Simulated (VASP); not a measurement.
# Mg6VCd (Amm2) in VASP: a series of runs

Runs on Mg6VCd. Level: PBE. Tasks: single point.

Program: VASP 6.6.1. These are calculated values, not measurements. Logs are shortened: lines on timing, memory, paths and dates and some standing lists are left out, and cuts for length are marked.

### Step 1. The crystal as given

It takes space group Amm2 (No. 38, orthorhombic). The conventional cell has a = 5.005 Å, b = 6.237 Å, c = 10.871 Å, α = 90.00°, β = 90.00°, γ = 90.00°. Cd (site symmetry mm2) is surrounded by 10 Mg at 3.09 to 3.15 Å and 2 V at 3.12 Å. V (site symmetry mm2) has 10 Mg at 3.05 to 3.14 Å and 2 Cd at 3.12 Å as nearest neighbours. Mg (site symmetry mm2) is surrounded by 2 Cd at 3.09 Å and 10 Mg at 3.09 to 3.14 Å. Around Mg (site symmetry mm2) lie 10 Mg at 3.03 to 3.24 Å and 2 V at 3.05 Å. Mg (site symmetry m) has 8 Mg at 3.02 to 3.24 Å and 2 V at 3.05 Å and 2 Cd at 3.10 Å as nearest neighbours. Mg (site symmetry m) is surrounded by 8 Mg at 3.09 to 3.15 Å and 2 Cd at 3.11 to 3.15 Å and 2 V at 3.12 to 3.14 Å.

The cell comes from a database or a generator and needn't be the stable form of this composition.

### Step 2. Single point, PBE, collinear spin, ferromagnetic start

Input file INCAR:

```
SYSTEM = Mg6VCd
PREC = Accurate ; ENCUT = 520
EDIFF = 1E-6 ; ISMEAR = 0
SIGMA = 0.1 ; LREAL = .False.
LASPH = .True. ; NELM = 120
ALGO = Fast ; ISIF = 2
LWAVE = .False. ; LCHARG = .False.
ISPIN = 2 ; MAGMOM = 0 2 0 0 0 0 0 0
LORBIT = 11 ; LMAXMIX = 4
GGA = PE
```

Input file KPOINTS:

```
regular mesh
0
Gamma
  6 5 5
  0 0 0
```

Input file POSCAR:

```
Mg6VCd
1.0
    5.0050110000      0.0000000000      0.0000000000
    0.0000000000      3.1187045000      5.4354190000
    0.0000000000     -3.1187045000      5.4354190000
Cd V Mg
1 1 6
Cartesian
    2.5025055000      0.0000000000      7.2376191362
    2.5025055000      0.0000000000      1.8176258553
    0.0000000000      0.0000000000      9.0567125546
    0.0000000000      0.0000000000      3.5632650213
    0.0000000000     -1.6103992053      6.3725287190
    0.0000000000      1.6103992053      6.3725287190
    2.5025055000     -1.5427295550      4.5315088203
    2.5025055000      1.5427295550      4.5315088203
```

Potentials or basis: VASP PAW PBE potentials, release 64 (Cd, V_sv, Mg).

Run with:

```sh
> cat potpaw_PBE.64/Cd/POTCAR potpaw_PBE.64/V_sv/POTCAR potpaw_PBE.64/Mg/POTCAR > POTCAR
> mpirun -np 1 vasp_std > vasp.out
```

OUTCAR:

```text
SYSTEM = Mg6VCd
   PREC = Accurate
   ENCUT = 520
   EDIFF = 1E-6
   ISMEAR = 0
   LREAL = .False.
   LASPH = .True.
   NELM = 120
   ISIF = 2
   ISPIN = 2
   LORBIT = 11
   GGA = PE

 ion  position               nearest neighbor table
   1  0.500  0.666  0.666-   3 3.09   3 3.09   6 3.10   5 3.10   5 3.10   6 3.10   8 3.11   7 3.11
                             2 3.12   2 3.12   7 3.15   8 3.15
   2  0.500  0.167  0.167-   4 3.05   4 3.05   6 3.05   5 3.05   5 3.05   6 3.05   1 3.12   1 3.12
                             8 3.12   7 3.12   8 3.14   7 3.14
   3  0.000  0.833  0.833-   1 3.09   1 3.09   8 3.09   7 3.09   7 3.09   8 3.09   4 3.12   4 3.12
                             5 3.13   6 3.13   6 3.14   5 3.14
   4  0.000  0.328  0.328-   5 3.03   6 3.03   2 3.05   2 3.05   8 3.10   7 3.10   7 3.10   8 3.10
                             3 3.12   3 3.12   6 3.24   5 3.24
   5  0.000  0.328  0.844-   6 3.02   4 3.03   2 3.05   2 3.05   1 3.10   1 3.10   7 3.11   7 3.11
                             3 3.13   3 3.14   6 3.22   4 3.24
   6  0.000  0.844  0.328-   5 3.02   4 3.03   2 3.05   2 3.05   1 3.10   1 3.10   8 3.11   8 3.11
                             3 3.13   3 3.14   5 3.22   4 3.24
   7  0.500  0.170  0.664-   8 3.09   3 3.09   3 3.09   4 3.10   4 3.10   5 3.11   5 3.11   1 3.11
                             2 3.12   2 3.14   1 3.15   8 3.15
   8  0.500  0.664  0.170-   7 3.09   3 3.09   3 3.09   4 3.10   4 3.10   6 3.11   6 3.11   1 3.11
                             2 3.12   2 3.14   1 3.15   7 3.15

  LATTYP: Found a base centered orthorhombic cell.
 ALAT       =     6.2374090000
 B/A-ratio  =     1.7428451461
 C/A-ratio  =     0.8024182798

  Lattice vectors:

 A1 = (   0.0000000000,   3.1187045000,  -5.4354190000)
 A2 = (   0.0000000000,   3.1187045000,   5.4354190000)
 A3 = (   5.0050110000,   0.0000000000,   0.0000000000)

Analysis of symmetry for initial positions (statically):
=====================================================================
 Subroutine PRICEL returns:
 Original cell was already a primitive cell.

 Routine SETGRP: Setting up the symmetry group for a
 base centered orthorhombic supercell.

 Subroutine GETGRP returns: Found  4 space group operations
 (whereof  4 operations were pure point group operations)
 out of a pool of  8 trial point group operations.

The static configuration has the point symmetry C_2v.

Analysis of symmetry for dynamics (positions and initial velocities):
=====================================================================
 Subroutine PRICEL returns:
 Original cell was already a primitive cell.

 Routine SETGRP: Setting up the symmetry group for a
 base centered orthorhombic supercell.

 Subroutine GETGRP returns: Found  4 space group operations
 (whereof  4 operations were pure point group operations)
 out of a pool of  8 trial point group operations.

The dynamic configuration has the point symmetry C_2v.

Analysis of structural, dynamic, and magnetic symmetry:
=====================================================================
 Subroutine PRICEL returns:
 Original cell was already a primitive cell.

 Routine SETGRP: Setting up the symmetry group for a
 base centered orthorhombic supercell.

 Subroutine GETGRP returns: Found  4 space group operations
 (whereof  4 operations were pure point group operations)
 out of a pool of  8 trial point group operations.

The overall configuration has the point symmetry C_2v.

 Subroutine INISYM returns: Found  4 space group operations
 (whereof  4 operations are pure point group operations),
 and found     1 'primitive' translations

----------------------------------------------------------------------------------------

                                     Primitive cell

  volume of cell :     169.6845

  direct lattice vectors                    reciprocal lattice vectors
     5.005011000  0.000000000  0.000000000     0.199799761  0.000000000  0.000000000
     0.000000000  3.118704500  5.435419000     0.000000000  0.160322980  0.091989228
     0.000000000 -3.118704500  5.435419000     0.000000000 -0.160322980  0.091989228

  length of vectors
     5.005011000  6.266585790  6.266585790     0.199799761  0.184839055  0.184839055

  position of ions in fractional coordinates (direct lattice)
     0.500000000  0.665783000  0.665783000
     0.500000000  0.167202000  0.167202000
     0.000000000  0.833120000  0.833120000
     0.000000000  0.327782000  0.327782000
     0.000000000  0.328020000  0.844388000
     0.000000000  0.844388000  0.328020000
     0.500000000  0.169515000  0.664185000
[... 73 lines left out ...]
   NGXF,Y,Z  is equivalent  to a cutoff of  26.57, 25.47, 25.47 a.u.
 SYSTEM =  Mg6VCd
   PREC   = accura    normal or accurate (medium, high low for compatibility)
   ISTART =      0    job   : 0-new  1-cont  2-samecut
   ICHARG =      2    charge: 1-file 2-atom 10-const
   ISPIN  =      2    spin polarized calculation?
   LNONCOLLINEAR =      F non collinear calculations
   LSORBIT =      F    spin-orbit coupling
   LASPH  =      T    aspherical Exc in radial PAW
   ENCUT  =  520.0 eV  38.22 Ry    6.18 a.u.   9.31 11.65 11.65*2*pi/ulx,y,z
   NELM   =    120;   NELMIN=  2; NELMDL= -5     # of ELM steps
   EDIFF  = 0.1E-05   stopping-criterion for ELM
   LREAL  =      F    real-space projection
   EDIFFG = 0.1E-04   stopping-criterion for IOM
   NSW    =      0    number of steps for IOM
   IBRION =     -1    ionic relax: 0-MD 1-quasi-New 2-CG
   NFREE  =      0    steps in history (QN), initial steepest desc. (CG)
   ISIF   =      2    stress and relaxation
   ISYM   =      2    0-nonsym 1-usesym 2-fastsym
   POTIM  = 0.5000    time-step for ionic-motion
   TEBEG  =    0.0;   TEEND  =   0.0 temperature during run
   PSTRESS=    0.0 pullay stress
   NELECT =      37.0000    total number of electrons
   NUPDOWN=      -1.0000    fix difference up-down
   EMIN   =  10.00;   EMAX   =-10.00  energy-range for DOS
   EFERMI =   0.00;   METHOD = LEGACY
   ISMEAR =     0;   SIGMA  =   0.10  broadening in eV -4-tet -1-fermi 0-gaus
   EFERMI_NEDOS =   21; number of points for ismear=-14 and -15
   IALGO  =     68    algorithm
   IMIX   =      4    mixing-type and parameters
     AMIX     =   0.40;   BMIX     =  1.00
     AMIX_MAG =   1.60;   BMIX_MAG =  1.00
  volume/ion in A,a.u.               =      21.21       143.14
  Fermi-wavevector in a.u.,A,eV,Ry     =   0.985359  1.862059 13.210346  0.970933
  Thomas-Fermi vector in A             =   2.116661
   LORBIT       =     11    0 simple, 1 ext, 2 COOP (PROOUT), +10 PAW based schemes
   GGA     = PE    functional components
   LHFCALC =     F    Hartree Fock is set to
   AEXX    =    0.0000 exact exchange contribution
   IVDW    =     0    specifies the selected vdW correction
   LEPSILON=     F    determine dielectric tensor
   LRPA    =     F    only Hartree local field effects (RPA)
 spin polarized calculation
 RMM-DIIS sequential band-by-band and
 Gauss-broadening in eV      SIGMA  =   0.10
  energy-cutoff  :      520.00
  volume of cell :      169.68
 maximum number of plane-waves:      4616
 NGX is ok and might be reduce to    40
   NGX = 19   NGY = 23   NGZ = 23

 number of electron      36.9999992 magnetization       3.2658365

 Free energy of the ion-electron system (eV)
  ---------------------------------------------------
  ext. energy  EPLUGINS =         0.00000000
  ---------------------------------------------------
  free energy    TOTEN  =       -17.87560742 eV

  energy without entropy =      -17.85111109  energy(sigma->0) =      -17.86335926

 E-fermi :   3.2908     XC(G=0):  -9.2435

 val. band max:        3.2865372688   @ k =   0.1667   0.4000   0.4000
 cond. band min:       3.2937881387   @ k =   0.0000  -0.4000   0.2000
 fundamental gap:      0.0072508699
 Fermi energy:         3.2908111381

 spin component 1

 k-point     1 :       0.0000    0.0000    0.0000
  band No.  band energies     occupation
      1     -61.5160      1.00000
      2     -35.4297      1.00000
      3     -35.4008      1.00000
      4     -35.3370      1.00000
      5      -5.5195      1.00000
      6      -5.4516      1.00000
[... 637 lines left out ...]
     23       5.0409      0.00000
     24       5.6609      0.00000

 [... further k-points ...]

 spin component 2

 k-point     1 :       0.0000    0.0000    0.0000
  band No.  band energies     occupation
      1     -59.0099      1.00000
      2     -33.0076      1.00000
      3     -32.9310      1.00000
      4     -32.7557      1.00000
      5      -5.5299      1.00000
      6      -5.4600      1.00000
[... 637 lines left out ...]
     23       5.8753      0.00000
     24       6.0948      0.00000

 [... further k-points ...]
[... 5 lines left out ...]
  --------------------------------------------------------------------------------------
  -------------------------------------------------------------------------------------
  Total        0.3671696     -0.0116316     -0.1866033      0.0000000      0.0000000      0.0000000
  in kB        3.4668500     -0.1098265     -1.7619259      0.0000000      0.0000000      0.0000000
  external PRESSURE =       0.5316992 kB  Pullay stress =       0.0000000 kB

 VOLUME and BASIS-vectors are now :
 -----------------------------------------------------------------------------
  energy-cutoff  :      520.00
  volume of cell :      169.68
      direct lattice vectors                 reciprocal lattice vectors
     5.005011000  0.000000000  0.000000000     0.199799761  0.000000000  0.000000000
     0.000000000  3.118704500  5.435419000     0.000000000  0.160322980  0.091989228
     0.000000000 -3.118704500  5.435419000     0.000000000 -0.160322980  0.091989228

 POSITION                                       TOTAL-FORCE (eV/Angst)
 -----------------------------------------------------------------------------------
      2.50251      0.00000      7.23762         0.000000     -0.000000     -0.001612
      2.50251      0.00000      1.81763         0.000000     -0.000000      0.012575
      0.00000      0.00000      9.05671         0.000000     -0.000000     -0.024442
      0.00000      0.00000      3.56327         0.000000     -0.000000     -0.017107
      0.00000     -1.61040      6.37253         0.000000      0.006101      0.005226
      0.00000      1.61040      6.37253         0.000000     -0.006101      0.005226
      2.50251     -1.54273      4.53151         0.000000      0.005364      0.010067
      2.50251      1.54273      4.53151         0.000000     -0.005364      0.010067
 -----------------------------------------------------------------------------------
    total drift:                               -0.000000      0.000000      0.000072

  FREE ENERGIE OF THE ION-ELECTRON SYSTEM (eV)
  ---------------------------------------------------
  free  energy   TOTEN  =       -17.8756074215 eV

  energy  without entropy=      -17.8511110888  energy(sigma->0) =      -17.86335926

 total charge

# of ion       s       p       d       tot
------------------------------------------
    1        0.552   0.350   9.440  10.341
    2        2.212   6.082   3.027  11.321
    3        0.214   0.130   0.014   0.357
    4        0.216   0.142   0.014   0.372
    5        0.209   0.137   0.015   0.360
    6        0.209   0.137   0.015   0.360
    7        0.206   0.138   0.014   0.357
    8        0.206   0.138   0.014   0.357
--------------------------------------------------
tot          4.022   7.253  12.552  23.827

 magnetization (x)

# of ion       s       p       d       tot
------------------------------------------
    1       -0.016  -0.004   0.008  -0.012
    2        0.044   0.030   2.532   2.606
    3        0.013  -0.006  -0.000   0.007
    4       -0.005   0.006   0.002   0.003
    5       -0.005   0.006   0.002   0.003
    6       -0.005   0.006   0.002   0.003
    7       -0.009  -0.001   0.001  -0.008
    8       -0.009  -0.001   0.001  -0.008
--------------------------------------------------
tot          0.009   0.037   2.549   2.596
```

Run time: 6 min. Hardware: 1 thread of Intel Xeon Platinum 8259CL at 2.50GHz (Skylake/Cascade Lake), shared host; peak memory 0.52 GiB.

Results:

```
Free energy                                           : -17.8756 eV
Pressure                                              : 0.1 GPa
Largest force                                         : 0.024 eV/Å
Band gap on the k mesh                                : none (metal or under the smearing width)
Net moment                                            : 3.27 μB per cell
Site moments                                          : Cd -0.01; V +2.61; Mg +0.01, +0.00, -0.01 μB
Valence electrons inside the program's atomic spheres : Cd 10.34; V 11.32; Mg 0.36, 0.37
```

Forces on the atoms (eV/Å):
```
Cd   0.000  0.000 -0.002
V    0.000  0.000  0.013
Mg   0.000  0.000 -0.024
Mg   0.000  0.000 -0.017
Mg   0.000  0.006  0.005
Mg   0.000 -0.006  0.005
Mg   0.000  0.005  0.010
Mg   0.000 -0.005  0.010
```

Stress tensor (GPa, compression positive):
```
 0.35  0.00  0.00
 0.00 -0.01  0.00
 0.00  0.00 -0.18
```

### Step 3. Single point, PBE, collinear spin, ferromagnetic start

Input file run.py:

```python
from ase.calculators.vasp import Vasp
from ase.dft.bandgap import bandgap
from ase.io import read

atoms = read('Mg6VCd.cif')
atoms.set_initial_magnetic_moments([0.0, 2.0, 0.0, 0.0, 0.0, 0.0, 0.0, 0.0])
calc = Vasp(
    directory='calc',
    xc='pbe',
    pp='PBE',
    setups='recommended',
    prec='Accurate',
    encut=520,
    ediff=1e-07,
    ismear=0,
    sigma=0.1,
    lreal=False,
    lasph=True,
    nelm=150,
    algo='Fast',
    isif=2,
    lwave=False,
    lcharg=False,
    ispin=2,
    lorbit=11,
    lmaxmix=4,
    kpts=[6, 5, 5],
    gamma=True,
)
atoms.calc = calc

print('energy (eV):', atoms.get_potential_energy())
print('free energy (eV):', atoms.get_potential_energy(force_consistent=True))
print('forces (eV/A):')
print(atoms.get_forces())
print('stress (eV/A^3, Voigt):', atoms.get_stress())
print('Fermi level (eV):', calc.get_fermi_level())
print('moment (muB):', atoms.get_magnetic_moment())
print('site moments (muB):', atoms.get_magnetic_moments())
gap, top, bottom = bandgap(calc)
print('band gap (eV):', gap, 'from (spin, k, band)', top, 'to', bottom)
```

Input file Mg6VCd.cif:

```cif
data_Mg6VCd
_cell_length_a 5.00501100
_cell_length_b 6.26658579
_cell_length_c 6.26658579
_cell_angle_alpha 59.69220439
_cell_angle_beta 90.00000000
_cell_angle_gamma 90.00000000
_space_group_name_H-M_alt 'P1'
_space_group_name_Hall 'P 1'
_space_group_IT_number 1
loop_
_space_group_symop_operation_xyz
'x,y,z'
loop_
_atom_site_label
_atom_site_type_symbol
_atom_site_symmetry_multiplicity
_atom_site_Wyckoff_symbol
_atom_site_fract_x
_atom_site_fract_y
_atom_site_fract_z
_atom_site_occupancy
Cd1 Cd 1 a 0.5000000000 0.6657830000 0.6657830000 1
V1 V 1 a 0.5000000000 0.1672020000 0.1672020000 1
Mg1 Mg 1 a 0.0000000000 0.8331200000 0.8331200000 1
Mg2 Mg 1 a 0.0000000000 0.3277820000 0.3277820000 1
Mg3 Mg 1 a 0.0000000000 0.3280200000 0.8443880000 1
Mg4 Mg 1 a 0.0000000000 0.8443880000 0.3280200000 1
Mg5 Mg 1 a 0.5000000000 0.1695150000 0.6641850000 1
Mg6 Mg 1 a 0.5000000000 0.6641850000 0.1695150000 1
```

Potentials or basis: VASP PAW PBE potentials, release 64 (Cd, V_sv, Mg).

Run with:

```sh
> python run.py
```

It took 6.9 min on 1 thread of Intel Xeon Platinum 8259CL at 2.50GHz (Skylake/Cascade Lake), shared host; peak memory 0.53 GiB.

The run converged. Its results:

```yaml
Free_energy: -17.8756 eV
Pressure: 0.0 GPa
Largest_force: 0.024 eV/Å
Band_gap_on_the_k_mesh: none (metal or under the smearing width)
Net_moment: 3.27 μB per cell
Site_moments: Cd -0.01; V +2.61; Mg +0.01, +0.00, -0.01 μB
Valence_electrons_inside_the_program's_atomic_spheres: Cd 10.34; V 11.32; Mg 0.36, 0.37
```

Forces on the atoms (eV/Å):
```
Cd   0.000 -0.001 -0.001
V    0.000  0.011  0.006
Mg   0.000 -0.021 -0.012
Mg   0.000 -0.015 -0.008
Mg   0.000  0.008 -0.003
Mg   0.000  0.001  0.008
Mg   0.000  0.011  0.000
Mg   0.000  0.006  0.010
```

Stress tensor (GPa, compression positive):
```
 0.34  0.00  0.00
 0.00 -0.15 -0.07
 0.00 -0.07 -0.06
```

Levels at points of the mesh, in eV from the Fermi level:
Spin up:
```csv
k point,band 17,band 18,band 19,band 20,band 21,band 22,band 23,band 24
"(0.00, 0.00, 0.00)",-1.58,-1.02,-0.77,-0.71,0.02,0.32,1.02,2.91
"(0.50, 0.00, 0.00)",-1.10,-0.99,-0.98,-0.87,-0.80,-0.67,-0.07,0.88
```
Spin down:
| k point | band 14 | band 15 | band 16 | band 17 | band 18 | band 19 | band 20 | band 21 |
| --- | --- | --- | --- | --- | --- | --- | --- | --- |
| (0.00, 0.00, 0.00) | -1.93 | -1.86 | -1.81 | -1.45 | -0.47 | 1.13 | 1.36 | 1.88 |
| (0.50, 0.00, 0.00) | -1.24 | -1.12 | -0.75 | -0.72 | -0.65 | -0.43 | -0.42 | -0.36 |

### Step 4. The reference run

An earlier run on the cell as given: functional PBE; potentials or basis VASP PAW PBE potentials, release 64 (Cd, V_sv, Mg); cutoff 520 eV; k mesh 6 × 5 × 5; occupations fermi-dirac, width 0.05 eV; collinear spin, ferromagnetic start; starting moments [0.0, 2.0, 0.0, 0.0, 0.0, 0.0, 0.0, 0.0] μB.

* Pressure: 0.0 GPa
* Largest force: 0.024 eV/Å
* Band gap on the k mesh: none (metal or under the smearing width)
* Net moment: 3.27 μB per cell
* Site moments: Cd -0.01; V +2.61; Mg +0.01, +0.00, -0.01 μB
* Valence electrons inside the program's atomic spheres: Cd 10.34; V 11.32; Mg 0.36, 0.37
